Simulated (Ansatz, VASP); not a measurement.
**Ba3Ir in VASP and in Ansatz**

File INCAR:

```
ALGO = Normal
EDIFF = 1E-6
ENCUT = 520
GGA = PE
ISIF = 2
ISMEAR = 0
LASPH = T
LCHARG = F
LREAL = F
LWAVE = F
NBANDS = 28
NELM = 60
PREC = Accurate
SIGMA = 0.1
```

Contents of KPOINTS:

```
k-points
0
Gamma
  4 4 4
```

File POSCAR:

```
Ba3Ir
1.0
    4.9814949700      0.0000000000      0.0000000000
    0.0000000000      4.9814949700      0.0000000000
    0.0000000000      0.0000000000      5.0518694400
Ba Ir
3 1
Direct
    0.5000000000      0.5000000000      0.0000000000
    0.0000000000      0.5000000000      0.5000000000
    0.5000000000      0.0000000000      0.5000000000
    0.0000000000      0.0000000000      0.0000000000
```

Input for Ansatz:

```yaml
crystal:
  lattice:
    - [4.98149497, 0.0, 0.0]
    - [0.0, 4.98149497, 0.0]
    - [0.0, 0.0, 5.05186944]
  atoms:
    - { symbol: Ba, position: [0.5, 0.5, 0.0] }
    - { symbol: Ba, position: [0.0, 0.5, 0.5] }
    - { symbol: Ba, position: [0.5, 0.0, 0.5] }
    - { symbol: Ir, position: [0.0, 0.0, 0.0] }
basis:
  ecutwfc: 420
kpoints:
  mp_grid: { grid: [4, 4, 4] }
hamiltonian:
  xc: pbe
scf:
  occupations: { method: gaussian, width: 0.1 }
  lower_state_search: "off"
output:
  forces: true
  stress: true
  eigenvalues: true
```

Change from the starting cell: species swapped into the SrPb3 type (P4/mmm, No. 123).

Alike in both runs: task single point; functional PBE; k mesh 4 × 4 × 4; occupations gaussian, width 0.1 eV; no spin polarisation.

|  | VASP | Ansatz |
| --- | --- | --- |
| version | VASP 6.6.1 | Ansatz 0.2.0 |
| potentials or method | VASP PAW PBE potentials, release 64 (Ba_sv, Ir) | scalar-relativistic, plane waves, PAW |
| plane-wave cutoff (eV) | 520 | 420 |
| valence electrons in the cell | 39 | 47 |

Ansatz gave:

| Property | Result |
| --- | --- |
| gap on the k mesh at the Fermi level (eV) | none |
| pressure (GPa) | 3.1 |
| largest component of the traceless stress (GPa) | 0.31 |

**Question.** What did VASP give for the same quantities?

**Answer.** gap on the k mesh at the Fermi level (eV): none; pressure (GPa): 4.6; largest component of the traceless stress (GPa): 0.30.

A gap of «none» marks a metal or a gap that the smearing closes. With one functional, cell and mesh, what is left measures potentials, basis and numerics. The two sets of potentials don't hold the same shells in valence.

Spin-orbit coupling is left out, which matters for the levels of Ba, Ir.
